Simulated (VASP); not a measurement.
K2PdC2, 5 atoms in the cell. Symmetry: P-3m1, No. 164, trigonal system. The conventional cell has a = 5.118 Å, b = 5.118 Å, c = 5.258 Å, α = 90.00°, β = 90.00°, γ = 120.00°. K (site symmetry 3m) is surrounded by 3 C at 3.00 Å and 3 Pd at 3.30 Å. Around Pd (site symmetry -3m) lie 2 C at 2.00 Å. Around C (site symmetry 3m) lie 1 C at 1.26 Å. The cell comes from a database or a generator and needn't be the stable form of this composition.

- Program: VASP 6.6.1
- Task: single point
- Functional: LDA
- Potentials or basis: VASP PAW LDA potentials, release 64 (K_sv, Pd, C)
- Cutoff: 520 eV
- k mesh: 6 × 6 × 6
- Occupations: gaussian, width 0.05 eV
- Spin: no spin polarisation
- Dipole correction: no
- Further INCAR settings: ALGO = Normal; EDIFF = 1e-06; NBANDS = 26

Potentials or basis: VASP PAW LDA potentials, release 64 (K_sv, Pd, C).

The run is started by

```bash
$ cat potpaw_LDA.64/K_sv/POTCAR potpaw_LDA.64/Pd/POTCAR potpaw_LDA.64/C/POTCAR > POTCAR
$ mpirun -np 1 vasp_std > vasp.out
```

Hardware: 1 thread of Intel(R) Xeon(R) Platinum 8375C CPU @ 2.90GHz (Ice Lake), with other jobs on the host.

**Question.** How long does it take, and how much memory?

**Answer.** Run time: 100 s on 1 thread of Intel(R) Xeon(R) Platinum 8375C CPU @ 2.90GHz (Ice Lake), on a shared host, peak memory 0.26 GiB. Counts: scf iterations 15, k points 34.
